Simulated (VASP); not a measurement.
Calculation: LDA (Ceperley-Alder, Perdew-Zunger), VASP's LDA PAW potentials (set 64) (plane waves; VASP 6.6.1).

VASP ran on this input.

### KPOINTS
```
K-points
0
Gamma
 8 8 8
```

**INCAR**
```
ALGO=Normal
EDIFF=1E-8
EDIFFG=-0.001
ENCUT=520
IBRION=1
ISIF=2
ISMEAR=0
LASPH=.TRUE.
LCHARG=.FALSE.
LMAXMIX=4
LREAL=.FALSE.
LWAVE=.FALSE.
NELM=100
NSW=30
PREC=Accurate
SIGMA=0.05
SYSTEM=SrO
```

**POSCAR**
```
SrO
1
    0.0000000000     2.5388467148     2.5388467148
    2.5388467148     0.0000000000     2.5388467148
    2.5388467148     2.5388467148     0.0000000000
Sr O
1 1
Direct
  0.0000000000   0.0000000000   0.0000000000
  0.5000000000   0.5000000000   0.5000000000
```

POTCAR, in this order: Sr_sv O (LDA.64 set). Program: vasp_std.

Task: What will the output report for the number of irreducible k-points (NKPTS), largest plane-wave count, number of space-group operations, FFT grid (NGX, NGY, NGZ)?

Result: 
| Property | Result |
|---|---|
| number of irreducible k-points (NKPTS) | 29 |
| largest plane-wave count | 903 |
| number of space-group operations | 48 |
| FFT grid (NGX, NGY, NGZ) | 28 × 28 × 28 |

The compound is SrO in the rock salt structure. It was relaxed first. The start is the result of an earlier pass.
